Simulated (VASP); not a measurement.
Given:

```
CELL_PARAMETERS angstrom
     -1.64771     1.64771     1.64771
      1.64771    -1.64771     1.64771
      1.64771     1.64771    -1.64771
ATOMIC_POSITIONS crystal
  Nb 0.00000 0.00000 0.00000
```

All values below come from SCAN meta-GGA, VASP's PBE PAW potentials (set 64) (plane waves; VASP). Run with 520 eV cut-off, 17×17×17 Γ-centred mesh, tetrahedra with Blöchl corrections, potentials Nb_sv.

Question: Give the energies of bands 5 to 9 at the high-symmetry points, in eV from the Fermi level.

Answer: 
```
band      Γ      H      N      P
----  -----  -----  -----  -----
5     -6.33  -3.85  -3.93  -1.17
6      0.42  -3.85  -1.75  -1.17
7      0.42   5.99   2.31  -1.17
8      0.42   5.99   3.63   4.54
9      3.65   5.99   4.40   4.54
```

It has no gap at this level: it comes out as a metal or semimetal.

The compound is Nb in the bcc structure. It was relaxed first.
